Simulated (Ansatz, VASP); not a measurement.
**MoRu5 (Ru0.84Mo0.16, hexagonal close-packed) in two plane-wave programs**

Aim: how closely do two programs agree when they are given the same cell, functional and k mesh? The cell is invented: As first built, before any earlier steps moved the atoms (in the runner's words): 3x3x2 conventional cells of the Ru type (36 atoms: 6 Mo, 30 Ru); Ru/Mo share their sites, the best of 600 random draws by like-pair counts in two shells; start lattice of Ru; atoms moved at random by 0.02 A. It may not be a known or stable phase. The structure shown is the start of the Ansatz relaxation below; VASP solves that cell, so the two are compared at the walk's first step.

Calculated with Ansatz 0.2.0; plane waves, with VASP 6.6.1 beside it; single point at PBE with D3(BJ).

**1. Starting point**

The cell holds 36 atoms: 6 Mo and 30 Ru. Its edges and angles: a = 8.217 Å, b = 8.210 Å, c = 8.684 Å, α = 90.0°, β = 90.0°, γ = 120.0°. It derives from Ru (Ru type, space group 194), repeated 3×3×2. As first built, before any earlier steps moved the atoms (in the runner's words): 3x3x2 conventional cells of the Ru type (36 atoms: 6 Mo, 30 Ru); Ru/Mo share their sites, the best of 600 random draws by like-pair counts in two shells; start lattice of Ru; atoms moved at random by 0.02 A.

**2. Ansatz: relaxation, PBE with D3(BJ)**

Ansatz runs on its default PAW (the set named soft_2) files.

The two programs are compared at the cell with which this relaxation starts, whose forces are those of its first step.

input.yaml

```yaml
crystal:
  lattice:
    - [8.21663, 0.00205, -0.00268]
    - [-4.10654, 7.10901, -0.00019]
    - [-0.00282, -0.00186, 8.68446]
  atoms:
    - { symbol: Mo, position: [0.22345, 0.77926, 0.87475] }
    - { symbol: Mo, position: [0.44028, 0.21544, 0.12845] }
    - { symbol: Mo, position: [0.55313, 0.4448, 0.86774] }
    - { symbol: Mo, position: [0.78089, 0.55904, 0.11892] }
    - { symbol: Mo, position: [0.88933, 0.43988, 0.37725] }
    - { symbol: Mo, position: [0.88967, 0.783, 0.37734] }
    - { symbol: Ru, position: [0.11108, 0.22325, 0.12378] }
    - { symbol: Ru, position: [0.22316, 0.11396, 0.37552] }
    - { symbol: Ru, position: [0.11152, 0.22371, 0.62413] }
    - { symbol: Ru, position: [0.22213, 0.11383, 0.87286] }
    - { symbol: Ru, position: [0.11101, 0.55607, 0.12414] }
    - { symbol: Ru, position: [0.22426, 0.44266, 0.37359] }
    - { symbol: Ru, position: [0.11165, 0.55691, 0.62323] }
    - { symbol: Ru, position: [0.22211, 0.44252, 0.87435] }
    - { symbol: Ru, position: [0.11063, 0.88726, 0.12313] }
    - { symbol: Ru, position: [0.22205, 0.7782, 0.37409] }
    - { symbol: Ru, position: [0.1119, 0.88792, 0.62366] }
    - { symbol: Ru, position: [0.5557, 0.11125, 0.37572] }
    - { symbol: Ru, position: [0.44383, 0.21944, 0.6228] }
    - { symbol: Ru, position: [0.5573, 0.1136, 0.87356] }
    - { symbol: Ru, position: [0.44446, 0.55629, 0.12526] }
    - { symbol: Ru, position: [0.55523, 0.44483, 0.37639] }
    - { symbol: Ru, position: [0.44309, 0.55786, 0.62368] }
    - { symbol: Ru, position: [0.44442, 0.88736, 0.12558] }
    - { symbol: Ru, position: [0.55591, 0.77629, 0.3745] }
    - { symbol: Ru, position: [0.44409, 0.88845, 0.62348] }
    - { symbol: Ru, position: [0.55732, 0.77751, 0.87503] }
    - { symbol: Ru, position: [0.77717, 0.22191, 0.12295] }
    - { symbol: Ru, position: [0.89057, 0.11229, 0.37321] }
    - { symbol: Ru, position: [0.77732, 0.22168, 0.62578] }
    - { symbol: Ru, position: [0.89167, 0.11302, 0.87399] }
    - { symbol: Ru, position: [0.77871, 0.55614, 0.62536] }
    - { symbol: Ru, position: [0.88983, 0.4433, 0.87306] }
    - { symbol: Ru, position: [0.77677, 0.88889, 0.12296] }
    - { symbol: Ru, position: [0.77595, 0.88899, 0.62579] }
    - { symbol: Ru, position: [0.88991, 0.78118, 0.87243] }
kpoints:
  mp_grid: { grid: [3, 3, 3] }
hamiltonian:
  xc: pbe
  dispersion: d3bj
scf:
  occupations: { method: methfessel_paxton, width: 0.15 }
output:
  forces: true
  stress: true
relax:
  f_tol: 0.02
  max_steps: 25
  cell: { stress_tol: 0.1 }
```

On the command line:

```
$ ansatz run input.yaml --threads 8 --pin off --max-ram 15360MiB --backend cpu --events-out ev --progress --plain --runs-dir out
```

Numbers of over 12 decimals in the logs are rounded to 6 here.

The log of the run:

```text
The last accepted step is kept in <dir> (removed where the run ends without a failure and the disk answers)
Engine: ansatz 0.2.0, x86_64-unknown-linux-gnu
Pseudopotentials: kind: paw
Pseudopotential: Mo, paw, valence charge 14, recommended cutoff 420 eV (normal), Mo.paw.azcp
Pseudopotential: Ru, paw, valence charge 16, recommended cutoff 420 eV (normal), Ru.paw.azcp
Functional definition: PBE
  parameter kappa = 0.804
  parameter beta = 0.066725
  exchange = pbe_x(kappa = kappa, mu = beta*pi^2/3)
  correlation = pbe_c(beta = beta)
Crystal: 36 atoms, lattice volume = 507.351 Å³
Basis set: ecut = 420 eV, 9911 PW (Γ), exchange–correlation on 120×120×120 points (8 copies of the dense FFT grid, shifted against one another)
Bands: 339, of which v1, the nominal top of the filled ones, is band 282 counted from 1 (281 counted from 0)
Symmetry: 1 space group operations
Space group: P1 (ITA 1), of the structure as read, at distance tolerance 8.0e-5 Å
k-points: 14 of 27 (time reversal used)
Non-local potential: Mo, projectors of the file, l = 0: 3, l = 1: 2, l = 2: 2, l = 3: 1
Non-local potential: Ru, projectors of the file, l = 0: 3, l = 1: 2, l = 2: 2, l = 3: 1
PAW form: soft (Blöchl's): semilocal exchange-correlation on the pseudo side does not see the compensation charge
PAW one-centre angular grid: Mo, 590 points (default); XC on 64 Gauss nodes
PAW one-centre angular grid: Ru, 590 points (default); XC on 64 Gauss nodes
Initial density: superposition of atomic densities (neutral atoms: chi_scale 0, normalization atom), corrected by the library's trained network
Initial wavefunctions: pseudopotential atomic-orbital guess
Functional: x = pbe(κ = 0.804, μ = 0.219515), c = pbe(β = 0.066725)
SCF iter   1: F=—  HF=-206119.987515 eV  |F-HF|=—  |Δ(HF+E_count)|=         —  Δρ=1.11e-2  dr2=1.29e0  ethr=1.77e-3  ⟨swp⟩=5.0  Hψ=14234  notcnv=0
preconditioner: auto → Kerker (q_TF=auto, 2.777 Å⁻¹)  [metal: Δε(μ)=0.009 eV  Ē_g=4.579 eV  σ=0.150 eV  W_gap=0.05  n_scr=198 (ndim 8)  ℏωp=27.4 eV  f_vac=0.000  D(μ)=31.16/eV (n_scr^D=326)]
SCF iter   2: F=—  HF=-206119.970941 eV  |F-HF|=—  |Δ(HF+E_count)|=   1.66e-2  S|Δr|=    0.00e0  Δρ=5.83e-3  dr2=3.97e-1  ethr=2.29e-4  ⟨swp⟩=1.0  Hψ=5460  notcnv=0
SCF iter   3: F=—  HF=-206119.962881 eV  |F-HF|=—  |Δ(HF+E_count)|=   8.06e-3  S|Δr|=    0.00e0  Δρ=7.10e-4  dr2=7.88e-3  ethr=7.04e-5  ⟨swp⟩=2.0  Hψ=4540  notcnv=0
SCF iter   4: F=—  HF=-206119.962314 eV  |F-HF|=—  |Δ(HF+E_count)|=   5.66e-4  S|Δr|=    0.00e0  Δρ=1.56e-4  dr2=4.87e-4  ethr=1.40e-6  ⟨swp⟩=2.1  Hψ=7727  notcnv=0
SCF iter   5: F=—  HF=-206119.962291 eV  |F-HF|=—  |Δ(HF+E_count)|=   2.38e-5  S|Δr|=    0.00e0  Δρ=5.62e-5  dr2=5.59e-5  ethr=8.63e-8  ⟨swp⟩=2.1  Hψ=7187  notcnv=0
SCF iter   6: F=—  HF=-206119.962779 eV  |F-HF|=—  |Δ(HF+E_count)|=   4.88e-4  S|Δr|=    0.00e0  Δρ=1.65e-5  dr2=2.84e-6  ethr=9.91e-9  ⟨swp⟩=2.1  Hψ=6652  notcnv=0
SCF iter   7: F=—  HF=-206119.962779 eV  |F-HF|=—  |Δ(HF+E_count)|=   2.35e-8  S|Δr|=    0.00e0  Δρ=5.29e-6  dr2=2.29e-7  ethr=5.04e-10  ⟨swp⟩=2.2  Hψ=8199  notcnv=0
SCF iter   8: F=-206119.962779 eV  HF=-206119.962779 eV  |F-HF|=4.37e-9  |Δ(HF+E_count)|=   1.51e-8  S|Δr|=    0.00e0  Δρ=9.22e-7  dr2=6.80e-9  ethr=1.77e-11  ⟨swp⟩=3.0  Hψ=12722  notcnv=0
SCF 1 converged in 8 iterations: F = -206119.962779 eV  dr2 = 6.80e-9
  greatest PAW one-centre occupation: 0.998 electrons in one spin orbital (limit 2), on the Mo atom at site 3 (counted from 0), in its partial waves of l = 0
relax step   1: F+E_penalty+E_count = -206119.96277908 eV  Δ(F+E_penalty+E_count) = +0.000e0 eV  max|allowed force component| = 1.844e-2 eV/Å  Δτ_max = 0.0000 Å  P = -7.475 GPa  Ω = 507.351 Å³  (8 SCF iters, dr2 threshold 1.00e-7 eV, accepted)
[...]
relax step   5: F+E_penalty+E_count = -206120.26398540 eV  Δ(F+E_penalty+E_count) = -1.957e-3 eV  max|allowed force component| = 1.905e-3 eV/Å  Δτ_max = 0.0013 Å  P = +0.024 GPa  Ω = 494.925 Å³  energy of the carried Pulay correction = +5.107e-3 eV  (8 SCF iters, accepted)
[...]
relax step   6: F+E_penalty+E_count = -206120.25829634 eV  Δ(F+E_penalty+E_count) = +5.689e-3 eV  max|allowed force component| = 1.885e-3 eV/Å  Δτ_max = 0.0000 Å  P = +0.041 GPa  Ω = 494.925 Å³  stress off target by 4.38e-2 GPa  SCF on the basis re-selected at this cell (its energy is not comparable with the rows above)  (4 SCF iters)
basis re-selected at this cell: Δ(F+E_penalty+E_count) = +5.689e-3 eV, ΔP = +0.017 GPa vs the last step (what re-selecting the basis moved, of the pressure what is left beyond the Pulay correction that the steps carried, after the strain that the cell walked since its last selection, with what the two solves' SCF thresholds leave and, on support functions, any second-order correction that the steps lacked; it is no m [...]
SCF converged after 4 iterations
Stability not checked: this state was not tested for a lower state beside it, because cold or Methfessel-Paxton smearing, or corrected tetrahedra, fill the levels in a way that the test cannot read (fill_not_monotonic; see scf.lower_state_search)
Free energy (F): -206120.258296 eV
Harris-Foulkes:  -206120.258296 eV  (|F-HF|=2.91e-11)
Internal energy: -206120.249569 eV  (E = F + TS)
E sigma→0 (E₀):  -206120.256114 eV
Entropy (-TS):   -0.008727 eV (-0.242 meV/atom)
Fermi energy:    23.224482 eV
--- Per-component energies (eV) ---
  E_band       = -1791.030909
  E_kinetic    = 18104.355676
  E_local      = -42647.959765  (includes V_loc(G=0)·N_el)
  E_nonlocal   = 11147.173180
  E_hartree    = 13845.336808
  E_xc         = -6831.305807
  E_vxc        = -8569.793444  (∫ρ·V_xc dr)
  E_paw        = -123030.637790  (= ΣΔE_a)
  E_vpaw       = -7515.472405  (= ΣTr[D̂ρ^β])
  E_aug_tail   = -0.005485  (compensation charges beyond the density's cutoff)
  E_ewald      = -76683.913493
  E_disp       = -23.292892  (pairwise vdW)
  E_smearing   = -0.008727  (= −TS)
  E_closure    = 0.000000  (closes the sum)
  Σ components = -206120.258296   (vs F -206120.258296, Δ=0.00e0)
--- Forces (eV/Å), atoms counted from 1 ---
  atom   1  Mo     0.00020000     0.00010291    -0.00182596
  atom   2  Mo     0.00020451    -0.00036573    -0.00090627
  atom   3  Mo     0.00018100     0.00015780     0.00065384
  atom   4  Mo     0.00045907    -0.00023090    -0.00076819
  atom   5  Mo     0.00042058     0.00043270     0.00082696
  atom   6  Mo     0.00021725     0.00019473     0.00134092
  atom   7  Ru     0.00004865    -0.00011031     0.00180618
  atom   8  Ru     0.00010237     0.00020924    -0.00075386
  atom   9  Ru     0.00001458     0.00009694     0.00180618
  atom  10  Ru    -0.00006928     0.00002987    -0.00019709
  atom  11  Ru     0.00024774    -0.00003611     0.00026774
  atom  12  Ru     0.00010215    -0.00021034     0.00026288
  atom  13  Ru    -0.00004260     0.00009957    -0.00063753
  atom  14  Ru    -0.00004528    -0.00004185     0.00058690
  atom  15  Ru    -0.00041128     0.00006571     0.00052872
  atom  16  Ru    -0.00010266    -0.00012752    -0.00119473
  atom  17  Ru    -0.00012643    -0.00022581    -0.00019616
  atom  18  Ru     0.00006380     0.00014812     0.00066276
  atom  19  Ru     0.00013505     0.00001414    -0.00079407
  atom  20  Ru    -0.00019576    -0.00010352     0.00129200
  atom  21  Ru    -0.00025586     0.00028999    -0.00125321
  atom  22  Ru    -0.00023559    -0.00018249     0.00071649
  atom  23  Ru    -0.00012663     0.00020174    -0.00102116
  atom  24  Ru     0.00011939    -0.00004578     0.00127814
[...]
atom  29  Ru    -0.00014599    -0.00011099    -0.00188549
  atom  30  Ru     0.00000037    -0.00038241    -0.00075874
  atom  31  Ru     0.00029929     0.00017490    -0.00151814
  atom  32  Ru     0.00000288     0.00022081    -0.00081883
  atom  33  Ru    -0.00028515    -0.00005090     0.00125869
  atom  34  Ru    -0.00005349     0.00022379    -0.00045121
  atom  35  Ru    -0.00030121    -0.00020835    -0.00038433
  atom  36  Ru    -0.00006503     0.00018374     0.00064138
  max |Σ_I F_I| component: 8.04e-7 eV/Å
--- Stress (GPa, compression-positive) ---
        0.041722       0.001001       0.000386
        0.001001       0.043177       0.000743
        0.000386       0.000743       0.037961
  P = ⅓ Tr σ = 0.0410 GPa (0.410 kbar)
--- Relaxed structure (5 steps of the walk, 3 accepted, 1 SCFs on fresh bases) ---
  F+E_penalty+E_count = -206120.25829634 eV   max|allowed force component| = 1.885e-3 eV/Å   (the final SCF, on the basis selected at the relaxed cell)
  cell:  # Å, volume = 494.9249 Å³
    - [8.148003, 0.00260246, -0.00271243]
    - [-4.071748, 7.047182, 9.927624802236738e-6]
    - [-0.00285267, -0.00163404, 8.617725]
  atoms:
    - { symbol: Mo, position: [0.223392, 0.779197, 0.874569] }
    - { symbol: Mo, position: [0.440696, 0.215937, 0.128042] }
    - { symbol: Mo, position: [0.553244, 0.444686, 0.868240] }
    - { symbol: Mo, position: [0.781020, 0.559000, 0.119318] }
    - { symbol: Mo, position: [0.889338, 0.440289, 0.377105] }
    - { symbol: Mo, position: [0.889626, 0.782834, 0.377334] }
    - { symbol: Ru, position: [0.111000, 0.223144, 0.123989] }
    - { symbol: Ru, position: [0.223192, 0.113903, 0.375462] }
    - { symbol: Ru, position: [0.111478, 0.223560, 0.624177] }
    - { symbol: Ru, position: [0.221991, 0.113600, 0.872800] }
    - { symbol: Ru, position: [0.111142, 0.555977, 0.124200] }
    - { symbol: Ru, position: [0.224349, 0.442850, 0.373702] }
    - { symbol: Ru, position: [0.111570, 0.556756, 0.623167] }
    - { symbol: Ru, position: [0.222037, 0.442647, 0.874341] }
    - { symbol: Ru, position: [0.110694, 0.887478, 0.123172] }
    - { symbol: Ru, position: [0.222356, 0.778401, 0.373973] }
    - { symbol: Ru, position: [0.111829, 0.888022, 0.623639] }
    - { symbol: Ru, position: [0.555680, 0.111143, 0.375751] }
    - { symbol: Ru, position: [0.443746, 0.219516, 0.622887] }
    - { symbol: Ru, position: [0.557280, 0.113393, 0.873735] }
    - { symbol: Ru, position: [0.444342, 0.556241, 0.125075] }
    - { symbol: Ru, position: [0.555104, 0.444834, 0.376396] }
    - { symbol: Ru, position: [0.443083, 0.557671, 0.623638] }
    - { symbol: Ru, position: [0.444528, 0.887393, 0.125630] }
    - { symbol: Ru, position: [0.555805, 0.776432, 0.374498] }
    - { symbol: Ru, position: [0.444150, 0.888483, 0.623657] }
    - { symbol: Ru, position: [0.557284, 0.777645, 0.875034] }
    - { symbol: Ru, position: [0.777339, 0.221740, 0.122876] }
    - { symbol: Ru, position: [0.890364, 0.112167, 0.373145] }
    - { symbol: Ru, position: [0.777244, 0.221594, 0.625663] }
    - { symbol: Ru, position: [0.891519, 0.112937, 0.873805] }
    - { symbol: Ru, position: [0.778553, 0.556026, 0.625299] }
    - { symbol: Ru, position: [0.889854, 0.443345, 0.873044] }
    - { symbol: Ru, position: [0.776887, 0.889085, 0.122890] }
    - { symbol: Ru, position: [0.775897, 0.888948, 0.625766] }
    - { symbol: Ru, position: [0.889886, 0.781118, 0.872443] }
```

(Part 1 of 2 ends here.)

[Lines on the potential files, build, host, timing and source positions are cut from VASP's logs without a mark.]

[Logs are printed without paths, hosts, clocks, repeated set-up lines and the standing remarks that a program may print on its own settings, such as how far it seeks lower states.]

[Hosts, paths, dates, database ids (printed as entryN), source tags and the programs' standing remarks are cut or masked in the printed files.]
